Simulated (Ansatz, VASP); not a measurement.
# Ta (Ta strained to the junction's net) in two plane-wave programs

One calculation is typed for both programs; each brings its own data sets. How far apart do they land? The structure shown is the end of the Ansatz relaxation below.

Main program and level: Ansatz 0.2.0; plane waves, with VASP 6.6.1 beside it; single point at PBE.

## Step 1: The structure

It takes space group I4/mmm (No. 139, tetragonal). Conventional cell: a = 3.310 Å, b = 3.310 Å, c = 3.336 Å, α = 90.00°, β = 90.00°, γ = 90.00°. Ta has 8 Ta at 2.87 Å nearest.

## Step 2: Ansatz: relaxation, PBE

Ansatz runs on its default PAW (the set named soft_2) files.

This run makes the geometry at which the two programs are then compared.

input.yaml reads:

```yaml
crystal:
  lattice:
    - [3.31, 0.0, 0.0]
    - [0.0, 3.31, 0.0]
    - [0.0, 0.0, 3.31]
  atoms:
    - { symbol: Ta, position: [0.0, 0.0, 0.0] }
    - { symbol: Ta, position: [0.5, 0.5, 0.5] }
kpoints:
  mp_grid: { grid: [10, 10, 9] }
scf:
  occupations: { method: fermi_dirac, width: 0.1 }
  max_iter: 150
hamiltonian:
  xc: pbe
relax:
  f_tol: 0.01
  max_steps: 40
  cell: { fix: [a, b, angles] }
```

Run with:

```sh
$ ansatz run input.yaml --threads 4 --pin off --max-ram 12288MiB --backend cpu --events-out ev --progress --plain --runs-dir out
```

Numbers of over 12 decimals in the logs are rounded to 6 here.

Log:

```text
Warning: crystal.symmetry: narrowed to the stabiliser of the fixed cell quantities (relax.cell.fix) — unitary ops 96 → 32. The narrowing is safe, since a smaller group never makes results wrong: the run goes on under it, on as many k-points as the starting group would need, or more. Excluded: 64 operations that would move a fixed cell quantity at a test strain (relax.cell.fix fixes a, b, alpha, beta, gamma). The cell can leave their symmetry as it relaxes.
Engine: ansatz 0.2.0, x86_64-unknown-linux-gnu
Pseudopotentials: kind: paw
Pseudopotential: Ta, paw, valence charge 13, recommended cutoff 420 eV (normal), Ta.paw.azcp
Functional definition: PBE
  parameter kappa = 0.804
  parameter beta = 0.066725
  exchange = pbe_x(kappa = kappa, mu = beta*pi^2/3)
  correlation = pbe_c(beta = beta)
Crystal: 2 atoms, lattice volume = 36.265 Å³
Basis set: ecut = 420 eV, 739 PW (Γ), exchange–correlation on 48×48×48 points (8 copies of the dense FFT grid, shifted against one another)
Bands: 17, of which v1, the nominal top of the filled ones, is band 13 counted from 1 (12 counted from 0)
Symmetry: 32 space group operations
k-points: 105 of 900
Non-local potential: Ta, projectors of the file, l = 0: 3, l = 1: 2, l = 2: 2, l = 3: 1
PAW form: soft (Blöchl's): semilocal exchange-correlation on the pseudo side does not see the compensation charge
PAW one-centre angular grid: Ta, 590 points (default); XC on 64 Gauss nodes
Initial density: superposition of atomic densities (neutral atoms: chi_scale 0, normalization atom), corrected by the library's trained network
Initial wavefunctions: pseudopotential atomic-orbital guess
Functional: x = pbe(κ = 0.804, μ = 0.219515), c = pbe(β = 0.066725)
SCF iter   1: F=—  HF=-19864.539422 eV  |F-HF|=—  |Δ(HF+E_count)|=         —  Δρ=2.16e-3  dr2=5.04e-4  ethr=1.77e-3  ⟨swp⟩=5.0  Hψ=7775  notcnv=0
preconditioner: auto → none  [metal: Δε(μ)=0.011 eV  Ē_g=4.943 eV  σ=0.100 eV  W_gap=0.03  n_scr=6 (ndim 8)  ℏωp=19.5 eV  f_vac=0.000  D(μ)=2.82/eV (n_scr^D=26)  sad-step TF]
SCF iter   2: F=—  HF=-19864.539977 eV  |F-HF|=—  |Δ(HF+E_count)|=   5.55e-4  Δρ=1.24e-3  dr2=2.12e-4  ethr=1.94e-6  ⟨swp⟩=2.6  Hψ=4080  notcnv=0
SCF iter   3: F=—  HF=-19864.540160 eV  |F-HF|=—  |Δ(HF+E_count)|=   1.83e-4  Δρ=4.19e-4  dr2=4.21e-5  ethr=8.14e-7  ⟨swp⟩=2.6  Hψ=3145  notcnv=0
SCF iter   4: F=—  HF=-19864.540140 eV  |F-HF|=—  |Δ(HF+E_count)|=   1.98e-5  Δρ=1.78e-4  dr2=5.46e-6  ethr=1.62e-7  ⟨swp⟩=3.0  Hψ=3226  notcnv=0
SCF iter   5: F=—  HF=-19864.540138 eV  |F-HF|=—  |Δ(HF+E_count)|=   1.95e-6  Δρ=3.82e-5  dr2=1.70e-7  ethr=2.10e-8  ⟨swp⟩=2.1  Hψ=2949  notcnv=0
SCF iter   6: F=-19864.540138 eV  HF=-19864.540138 eV  |F-HF|=1.82e-10  |Δ(HF+E_count)|=  8.26e-10  Δρ=1.25e-6  dr2=2.61e-10  ethr=3.85e-10  ⟨swp⟩=4.0  Hψ=5664  notcnv=0
SCF 1 converged in 6 iterations: F = -19864.540138 eV  dr2 = 2.61e-10
  greatest PAW one-centre occupation: 0.999 electrons in one spin orbital (limit 2), on the Ta atom at site 1 (counted from 0), in its partial waves of l = 0
relax step   1: F+E_penalty+E_count = -19864.54013848 eV  Δ(F+E_penalty+E_count) = +0.000e0 eV  max|allowed force component| = 7.568e-30 eV/Å  Δτ_max = 0.0000 Å  P = +2.045 GPa  Ω = 36.265 Å³  fix = [a, b, alpha, beta, gamma]  reactions: a +2.009, b +2.009 GPa  (6 SCF iters, dr2 threshold 1.00e-7 eV, accepted)
[...]
relax step   2: F+E_penalty+E_count = -19864.53399558 eV  Δ(F+E_penalty+E_count) = +6.143e-3 eV  max|allowed force component| = 2.441e-30 eV/Å  Δτ_max = 0.0000 Å  P = -2.551 GPa  Ω = 37.144 Å³  energy of the carried Pulay correction = -3.056e-4 eV  fix = [a, b, alpha, beta, gamma]  (6 SCF iters, dr2 threshold 2.00e-7 eV, rejected (line search))
[...]
relax step   3: F+E_penalty+E_count = -19864.54189669 eV  Δ(F+E_penalty+E_count) = -1.758e-3 eV  max|allowed force component| = 7.396e-31 eV/Å  Δτ_max = 0.0000 Å  P = +0.410 GPa  Ω = 36.565 Å³  energy of the carried Pulay correction = -1.053e-4 eV  fix = [a, b, alpha, beta, gamma]  reactions: a +0.672, b +0.672 GPa  (6 SCF iters, accepted)
[...]
relax step   4: F+E_penalty+E_count = -19864.54190757 eV  Δ(F+E_penalty+E_count) = -1.088e-5 eV  max|allowed force component| = 6.114e-30 eV/Å  Δτ_max = 0.0000 Å  P = +0.492 GPa  Ω = 36.550 Å³  energy of the carried Pulay correction = -9.999e-5 eV  fix = [a, b, alpha, beta, gamma]  reactions: a +0.739, b +0.739 GPa  (7 SCF iters, dr2 threshold 3.22e-8 eV, accepted)
[...]
relax step   5: F+E_penalty+E_count = -19864.54201996 eV  Δ(F+E_penalty+E_count) = -1.124e-4 eV  max|allowed force component| = 4.117e-30 eV/Å  Δτ_max = 0.0000 Å  P = +0.495 GPa  Ω = 36.550 Å³  fix = [a, b, alpha, beta, gamma]  reactions: a +0.741, b +0.741 GPa  stress off target by 4.48e-3 GPa on what of the cell is left free  SCF on the basis re-selected at this cell (its energy is not comparable with the rows above)  (8 SCF iters)
basis re-selected at this cell: Δ(F+E_penalty+E_count) = -1.124e-4 eV, ΔP = +0.004 GPa vs the last step (what re-selecting the basis moved, of the pressure what is left beyond the Pulay correction that the steps carried, after the strain that the cell walked since its last selection, with what the two solves' SCF thresholds leave and, on support functions, any second-order correction that the steps lacked; it is no m [...]
SCF converged after 8 iterations
Free energy (F): -19864.542020 eV
Harris-Foulkes:  -19864.542020 eV  (|F-HF|=0.00e0)
Internal energy: -19864.450178 eV  (E = F + TS)
E sigma→0 (E₀):  -19864.496099 eV
Entropy (-TS):   -0.091842 eV (-45.921 meV/atom)
Fermi energy:    18.347391 eV
--- Per-component energies (eV) ---
  E_band       = -214.879551
  E_kinetic    = 731.327332
  E_local      = -1111.436647  (includes V_loc(G=0)·N_el)
  E_nonlocal   = 29.427832
  E_hartree    = 384.745831
  E_xc         = -436.711487
  E_vxc        = -407.817549  (∫ρ·V_xc dr)
  E_paw        = -16793.194325  (= ΣΔE_a)
  E_vpaw       = -225.872447  (= ΣTr[D̂ρ^β])
  E_aug_tail   = 0.000266  (compensation charges beyond the density's cutoff)
  E_ewald      = -2668.608979
  E_smearing   = -0.091842  (= −TS)
  E_closure    = 0.000000  (closes the sum)
  Σ components = -19864.542020   (vs F -19864.542020, Δ=0.00e0)
--- Forces (eV/Å), atoms counted from 1 ---
  atom   1  Ta     0.00000000    -0.00000000     0.00000000
  atom   2  Ta     0.00000000     0.00000000     0.00000000
  max |Σ_I F_I| component: 1.54e-29 eV/Å
--- Stress (GPa, compression-positive) ---
        0.740911      -0.000000       0.000000
       -0.000000       0.740911      -0.000000
        0.000000      -0.000000       0.004480
  P = ⅓ Tr σ = 0.4954 GPa (4.954 kbar)
--- Relaxed structure (4 steps of the walk, 3 accepted, 1 SCFs on fresh bases) ---
  F+E_penalty+E_count = -19864.54201996 eV   max|allowed force component| = 4.117e-30 eV/Å   (the final SCF, on the basis selected at the relaxed cell)
  cell:  # Å, volume = 36.5501 Å³
    - [3.31, 0, 0.0]
    - [0, 3.31, 0.0]
    - [0.0, 0.0, 3.336054]
  atoms:
    - { symbol: Ta, position: [0.0, 0.0, 0.0] }
    - { symbol: Ta, position: [0.5, 0.5, 0.500000] }
```

## Step 3: VASP: single point, PBE

The same cell, functional, mesh and smearing now go to VASP, with its own data sets.

Lines of VASP's logs that name or quote its potential files are left out, and so is its time.

INCAR reads:

```
SYSTEM = Ta
PREC = Accurate
ENCUT = 500
EDIFF = 1E-06
NELM = 120
ISMEAR = -1
SIGMA = 0.1
LREAL = .FALSE.
ALGO = Normal
GGA = PE
NBANDS = 17
LASPH = .TRUE.
LORBIT = 11
LWAVE = .FALSE.
LCHARG = .FALSE.
ISIF = 2
GGA_COMPAT = .FALSE.
```

POSCAR reads:

```
Ta
1.0
    3.3100000000      0.0000000000      0.0000000000
    0.0000000000      3.3100000000      0.0000000000
    0.0000000000      0.0000000000      3.3360537859
Ta
2
Direct
    0.0000000000      0.0000000000      0.0000000000
    0.5000000000      0.5000000000      0.5000000000
```

KPOINTS reads:

```
Automatic mesh
0
Gamma
10 10 9
0 0 0
```

The projector-augmented-wave data sets are Ta_pv (PBE family, release 64).

Run with:

```sh
$ mpirun -np 1 vasp_std
```

Log:

```text
[banner, memory and clock lines left out]
running    1 mpi-ranks, on    1 nodes
 distrk:  each k-point on    1 cores,    1 groups
 distr:  one band on    1 cores,    1 groups

 POSCAR found type information on POSCAR Ta
 POSCAR found :  1 types and       2 ions
 LDA part: xc-table for (Slater+PW92), standard interpolation
 POSCAR, INCAR and KPOINTS ok, starting setup
 FFT: planning ... GRIDC
 FFT: planning ... GRID_SOFT
 FFT: planning ... GRID
 WAVECAR not read
 entering main loop
       N       E                     dE             d eps       ncg     rms          rms(c)
DAV:   1     0.163893258540E+03    0.16389E+03   -0.12364E+04  3570   0.129E+03
DAV:   2    -0.209256337562E+02   -0.18482E+03   -0.18215E+03  4558   0.362E+02
DAV:   3    -0.245857500878E+02   -0.36601E+01   -0.36178E+01  4339   0.490E+01
DAV:   4    -0.246125324513E+02   -0.26782E-01   -0.26710E-01  4352   0.432E+00
DAV:   5    -0.246127472975E+02   -0.21485E-03   -0.21480E-03  4235   0.355E-01    0.186E+01
DAV:   6    -0.238859612777E+02    0.72679E+00   -0.80295E-01  3947   0.826E+00    0.905E+00
DAV:   7    -0.236678760911E+02    0.21809E+00   -0.69156E-01  4228   0.725E+00    0.517E-01
DAV:   8    -0.236656859009E+02    0.21902E-02   -0.12556E-02  3957   0.102E+00    0.192E-01
DAV:   9    -0.236655842873E+02    0.10161E-03   -0.46790E-04  4286   0.206E-01    0.405E-02
DAV:  10    -0.236655701322E+02    0.14155E-04   -0.31935E-05  4402   0.570E-02    0.146E-02
DAV:  11    -0.236655694881E+02    0.64417E-06   -0.33628E-06  3657   0.176E-02
   1 F= -.23665569E+02 E0= -.23619607E+02  d E =-.919247E-01
```

Parts of OUTCAR (step 3):

```text
ion  position               nearest neighbor table
   1  0.000  0.000  0.000-   2 2.87   2 2.87   2 2.87   2 2.87   2 2.87   2 2.87   2 2.87   2 2.87

  LATTYP: Found a simple tetragonal cell.
 ALAT       =     3.3100000000
 C/A-ratio  =     1.0078712344

 Subroutine GETGRP returns: Found 16 space group operations
 (whereof 16 operations were pure point group operations)

The static configuration has the point symmetry D_4h.

 Found    105 irreducible k-points:

   k-points           NKPTS =    105   k-points in BZ     NKDIM =    105   number of bands    NBANDS=     17

   dimension x,y,z NGX =    24 NGY =   24 NGZ =   24
   dimension x,y,z NGXF=    48 NGYF=   48 NGZF=   48

   ENCUT  =  500.0 eV  36.75 Ry    6.06 a.u.   6.03  6.03  6.08*2*pi/ulx,y,z

   NELECT =      22.0000    total number of electrons

 k-points in reciprocal lattice and weights: Automatic mesh
   0.00000000  0.00000000  0.00000000       0.001
   0.10000000  0.00000000  0.00000000       0.004
   0.20000000  0.00000000  0.00000000       0.004
   0.30000000  0.00000000  0.00000000       0.004
   0.40000000  0.00000000  0.00000000       0.004
   0.50000000  0.00000000  0.00000000       0.002
   0.10000000  0.10000000  0.00000000       0.004
   0.20000000  0.10000000  0.00000000       0.009
   0.30000000  0.10000000  0.00000000       0.009
[...]
0.50000000  0.40000000  0.44444444       0.009
   0.50000000  0.50000000  0.44444444       0.002

 average (electrostatic) potential at core
       1 -36.6073       2 -36.6073

 E-fermi :   5.3808

 k-point     1 :       0.0000    0.0000    0.0000
  band No.  band energies     occupation
    ...
      5     -27.7621      2.00000
      6     -27.7621      2.00000
      7      -2.4910      2.00000
      8       1.6398      2.00000
      9       1.6648      2.00000
     10       6.0698      0.00203
     11       6.0698      0.00203
     12       6.1678      0.00076
     13       9.2578      0.00000
     14       9.3891      0.00000
    ...

 k-point     2 :       0.1000    0.0000    0.0000
  band No.  band energies     occupation
    ...
      5     -27.7843      2.00000
      6     -27.7803      2.00000
      7      -2.2700      2.00000
      8       1.7629      2.00000
      9       1.8264      2.00000
     10       6.0354      0.00287
     11       6.1321      0.00109
     12       6.1746      0.00071
     13       8.9815      0.00000
     14       9.4260      0.00000
    ...

 k-point     3 :       0.2000    0.0000    0.0000
  band No.  band energies     occupation
    ...
      5     -27.8387      2.00000
      6     -27.8333      2.00000
      7      -1.6336      2.00000
      8       2.1172      2.00000
      9       2.2403      2.00000
     10       5.9738      0.00531
     11       6.0674      0.00208
     12       6.4858      0.00003
     13       8.0536      0.00000
     14       9.4446      0.00000
    ...

  Total        0.1901868      0.1901868      0.0230268      0.0000000      0.0000000     -0.0000000
  in kB        8.3368486      8.3368486      1.0093790      0.0000000      0.0000000     -0.0000000
  external PRESSURE =       5.8943587 kB  Pullay stress =       0.0000000 kB

  energy-cutoff  :      500.00
  volume of cell :       36.55
      direct lattice vectors                 reciprocal lattice vectors
     3.310000000  0.000000000  0.000000000     0.302114804  0.000000000  0.000000000
     0.000000000  3.310000000  0.000000000     0.000000000  0.302114804  0.000000000
     0.000000000  0.000000000  3.336053786     0.000000000  0.000000000  0.299755359

 POSITION                                       TOTAL-FORCE (eV/Angst)
 -----------------------------------------------------------------------------------
      0.00000      0.00000      0.00000        -0.000000      0.000000     -0.000000
      1.65500      1.65500      1.66803         0.000000     -0.000000      0.000000
 -----------------------------------------------------------------------------------
    total drift:                                0.000000      0.000000     -0.000000

  FREE ENERGIE OF THE ION-ELECTRON SYSTEM (eV)
  ---------------------------------------------------
  free  energy   TOTEN  =       -23.6655694881 eV

  energy  without entropy=      -23.5736447603  energy(sigma->0) =      -23.61960712

 total charge
# of ion       s       p       d       tot
------------------------------------------
    1        0.368   6.168   2.370   8.906
    2        0.368   6.168   2.370   8.906
--------------------------------------------------
tot          0.736  12.336   4.739  17.811

[... 3 further parts left out ...]
```

The run ends at a pressure of 0.59 GPa.

## Step 4: Side by side

Known differences besides the potentials themselves: the data sets hold 26 valence electrons in Ansatz (on its default PAW (the set named soft_2) files) and 22 in VASP; the cutoff is 420 eV in Ansatz and 500 eV in VASP; Ansatz's pressure holds a Pulay correction, VASP's none. Total energies have different zeros and are not compared.

Both answers:

```
      quantity  Ansatz  VASP  difference
pressure (GPa)    0.50  0.59       -0.09
```

## Step 5: Summary of results

```yaml
difference_in_pressure_single_point_pbe: -0.094 GPa
```

In words: The difference in pressure is -0.094 GPa (single point, PBE), within the 1 GPa picked in this series as the mark of a large difference. The data sets hold unlike numbers of valence electrons (26 in Ansatz and 22 in VASP), so part of the differences comes from the potentials. Such differences can come from data sets, numerical settings and the points named under the comparisons, not from the functional's error against experiment.

[Lines on the potential files, build, host, timing and source positions are cut from VASP's logs without a mark.]

[Logs are printed without paths, hosts, clocks, repeated set-up lines and the standing remarks that a program may print on its own settings, such as how far it seeks lower states.]

[Hosts, paths, dates, database ids (printed as entryN), source tags and the programs' standing remarks are cut or masked in the printed files.]
